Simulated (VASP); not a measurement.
Method: PBE GGA, VASP's PBE PAW potentials (set 64) (plane waves; VASP).

A VASP calculation is set up with these files.

**INCAR**
```
ISIF = 2   ! forces and stress, cell fixed
PREC = Accurate
SYSTEM = Ba
LCHARG = F
LASPH = T
LWAVE = F
LREAL = F
GGA = PE   ! PBE
LMAXMIX = 4   ! l cut-off of mixed one-centre charges
EDIFF = 1E-6
SIGMA = 0.1
ISMEAR = 1
ALGO = Normal   ! blocked Davidson
NELM = 100
ENCUT = 325   ! plane-wave cut-off (eV)
```

File KPOINTS:
```
Automatic mesh
0
Gamma
9 9 9
0 0 0
```

**POSCAR**
```
Ba
1
   -2.5602000000     2.5602000000     2.5602000000
    2.5602000000    -2.5602000000     2.5602000000
    2.5602000000     2.5602000000    -2.5602000000
Ba
1
Direct
  0.0000000000   0.0000000000   0.0000000000
```

POTCAR, in this order: Ba_sv (PBE.64 set). Program: vasp_std.

Problem. What will the output report for the number of irreducible k-points (NKPTS), number of bands (NBANDS), largest plane-wave count, number of space-group operations, FFT grid (NGX, NGY, NGZ)?

Solution. 
```
Item                                           Value
--------------------------------------  ------------
number of irreducible k-points (NKPTS)            35
number of bands (NBANDS)                           9
largest plane-wave count                         935
number of space-group operations                  48
FFT grid (NGX, NGY, NGZ)                28 × 28 × 28
```

The compound is Ba in the bcc structure. The cell was not relaxed at this level. The run is one of a series of settings (ENCUT = 325 against the base run), some of them coarse on purpose.
